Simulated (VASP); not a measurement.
**NbTe: band structure with revPBE**

The system is NbTe.

```
Te Nb
1.0
     3.70297    0.00000    0.00000
    -1.85149    3.20687    0.00000
     0.00000    0.00000    3.69421
Te Nb
1 1
Direct
  0.66667 0.33333 0.00000
  0.00000 0.00000 0.50000
```

The cell comes from a database or a generator and needn't be the stable form of this composition.

```yaml
Program: VASP 6.6.1
Task: band structure
Functional: revPBE
Potentials_or_basis: VASP PAW PBE potentials, release 64 (Te, Nb_sv)
Cutoff: 520 eV
k_mesh: 8 × 8 × 7
Occupations: fermi-dirac, width 0.05 eV
Spin: no spin polarisation
Further_INCAR_settings: ALGO = Normal; EDIFF = 1e-07; NBANDS = 16
```

The band gap along the path is none (metal or under the smearing width).

Levels at the corners of the path, in eV from the Fermi level:
```tsv
point	band 5	band 6	band 7	band 8	band 9	band 10	band 11	band 12	band 13	band 14
Γ	-14.24	-3.15	-3.15	-3.00	-2.35	0.12	0.12	2.44	2.44	2.88
M	-12.57	-7.19	-3.83	-2.64	-2.61	-0.21	1.23	1.49	3.02	3.81
M	-12.57	-7.19	-3.83	-2.64	-2.61	-0.21	1.23	1.49	3.02	3.81
K	-12.32	-6.50	-5.45	-3.77	-0.95	-0.13	0.20	0.40	4.62	6.43
K	-12.32	-6.50	-5.45	-3.77	-0.95	-0.13	0.20	0.40	4.62	6.43
Γ	-14.24	-3.15	-3.15	-3.00	-2.35	0.12	0.12	2.44	2.44	2.88
Γ	-14.24	-3.15	-3.15	-3.00	-2.35	0.12	0.12	2.44	2.44	2.88
A	-12.89	-7.54	-2.62	-2.62	-0.97	-0.97	0.67	1.64	1.64	5.28
A	-12.89	-7.54	-2.62	-2.62	-0.97	-0.97	0.67	1.64	1.64	5.28
L	-12.20	-5.97	-5.89	-4.25	-1.38	1.15	1.26	1.80	2.78	4.46
L	-12.20	-5.97	-5.89	-4.25	-1.38	1.15	1.26	1.80	2.78	4.46
H	-12.07	-6.25	-5.76	-4.48	-1.12	1.13	1.67	2.11	2.78	3.33
H	-12.07	-6.25	-5.76	-4.48	-1.12	1.13	1.67	2.11	2.78	3.33
A	-12.89	-7.54	-2.62	-2.62	-0.97	-0.97	0.67	1.64	1.64	5.28
L	-12.20	-5.97	-5.89	-4.25	-1.38	1.15	1.26	1.80	2.78	4.46
M	-12.57	-7.19	-3.83	-2.64	-2.61	-0.21	1.23	1.49	3.02	3.81
K	-12.32	-6.50	-5.45	-3.77	-0.95	-0.13	0.20	0.40	4.62	6.43
H	-12.07	-6.25	-5.76	-4.48	-1.12	1.13	1.67	2.11	2.78	3.33
```

It took 40 s on 1 thread of Intel(R) Xeon(R) 6975P-C (Granite Rapids), with other jobs on the host, peak memory 0.25 GiB.

Caveat: the log is that of the step along the path at fixed density, whose energy, stress, charges and moments have no meaning; spin-orbit coupling is left out, which moves the levels of the heavy elements.
